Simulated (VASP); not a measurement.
Energy against volume of LiCl (rock salt). All values below come from PW91 GGA, VASP's PBE PAW potentials (set 64) (plane waves; VASP 6.6.1). Numerical set-up: 520 eV cut-off, 9×9×9 Γ-centred mesh, Gaussian smearing of 0.050 eV, potentials Li_sv Cl.

| V (Å³/atom) | E (eV/atom) |
|---|---|
| 15.956 | -3.71362 |
| 16.465 | -3.71931 |
| 16.975 | -3.72135 |
| 17.484 | -3.72030 |

Problem. Fit these four points and predict the energy of the run at 17.993 Å³/atom.

Solution. A cubic in V^(−2/3), the third-order Birch-Murnaghan form, passes through the four points with V0 = 17.04 Å³/atom and B0 = 32 GPa, and gives -3.7166 eV/atom there. The run gave -3.7165 eV/atom, +0.1 meV/atom from the fit; all five points give B0 = 32 GPa.

The compound is LiCl in the rock salt structure. It was relaxed first.
